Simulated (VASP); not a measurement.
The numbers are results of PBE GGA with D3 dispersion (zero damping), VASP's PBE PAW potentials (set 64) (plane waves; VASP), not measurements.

The input files of a VASP run:

File KPOINTS:
```
Automatic mesh
0
Gamma
12 12 12
0 0 0
```

**INCAR**
```
! general
SYSTEM  = Eu
PREC    = Accurate
ENCUT   = 520
LREAL   = F
LASPH   = T

! electronic loop
EDIFF   = 1E-7
NELM    = 100
ALGO    = Normal
LMAXMIX = 6

! smearing
ISMEAR  = 1
SIGMA   = 0.1

! functional
GGA     = PE
IVDW    = 11

! ions
ISIF    = 2

! output
LWAVE   = F
LCHARG  = F
```

File POSCAR:
```
Eu
1
   -2.1404160271     2.1404160271     2.1404160271
    2.1404160271    -2.1404160271     2.1404160271
    2.1404160271     2.1404160271    -2.1404160271
Eu
1
Direct
  0.0000000000   0.0000000000   0.0000000000
```

POTCAR, in this order: Eu_2 (PBE.64 set). Program: vasp_std.

What VASP printed:

**OSZICAR**
```
       N       E                     dE             d eps       ncg     rms          rms(c)
DAV:   1     0.106092390910E+02    0.10609E+02   -0.39216E+03  1168   0.843E+02
DAV:   2    -0.162012215153E+01   -0.12229E+02   -0.12011E+02  1640   0.112E+02
DAV:   3    -0.180884935516E+01   -0.18873E+00   -0.17437E+00  1568   0.101E+01
DAV:   4    -0.181110701628E+01   -0.22577E-02   -0.22563E-02  1800   0.128E+00
DAV:   5    -0.181111213196E+01   -0.51157E-05   -0.51151E-05  1640   0.603E-02    0.760E+00
DAV:   6    -0.182666812002E+01   -0.15556E-01   -0.17455E-03  1728   0.509E-01    0.452E+00
DAV:   7    -0.183613198651E+01   -0.94639E-02   -0.39152E-03  1640   0.716E-01    0.652E-02
DAV:   8    -0.183614720508E+01   -0.15219E-04   -0.12610E-04  1944   0.961E-02    0.200E-02
DAV:   9    -0.183615207436E+01   -0.48693E-05   -0.10279E-05  1816   0.285E-02    0.658E-03
DAV:  10    -0.183615175905E+01    0.31531E-06   -0.14666E-06  1752   0.953E-03    0.873E-04
DAV:  11    -0.183615183907E+01   -0.80016E-07   -0.29042E-08   888   0.163E-03
   1 F= -.20709761E+01 E0= -.20710506E+01  d E =0.223779E-03
```

File OUTCAR:
```
------------------------ aborting loop because EDIFF is reached ----------------------------------------
 Edisp (eV)   -0.23482
  FORCE on cell =-STRESS in cart. coord.  units (eV):
  Direction    XX          YY          ZZ          XY          YZ          ZX
  --------------------------------------------------------------------------------------
  Total       0.22820     0.22820     0.22820     0.00000     0.00000     0.00000
  in kB       9.32136     9.32136     9.32136     0.00000     0.00000     0.00000
  external pressure =        9.32 kB  Pullay stress =        0.00 kB
  volume of cell :       39.22
      direct lattice vectors                 reciprocal lattice vectors
    -2.140416027  2.140416027  2.140416027     0.000000000  0.233599447  0.233599447
     2.140416027 -2.140416027  2.140416027     0.233599447  0.000000000  0.233599447
     2.140416027  2.140416027 -2.140416027     0.233599447  0.233599447  0.000000000
 POSITION                                       TOTAL-FORCE (eV/Angst)
 -----------------------------------------------------------------------------------
      0.00000      0.00000      0.00000        -0.000000     -0.000000     -0.000000
 -----------------------------------------------------------------------------------
    total drift:                               -0.000000     -0.000000      0.000000
  FREE ENERGIE OF THE ION-ELECTRON SYSTEM (eV)
  ---------------------------------------------------
  free  energy   TOTEN  =        -2.0709760500 eV

  energy  without entropy=       -2.0711998295  energy(sigma->0) =       -2.07105064
```
(Selected blocks of OUTCAR.)

The 4f electrons are frozen in the core of the lanthanide potential, so 4f levels, which can set the real gap, and their magnetism are missing.

The compound is Eu in the bcc structure. This cell is one point of a volume scan, at 0.94 of the reference volume.
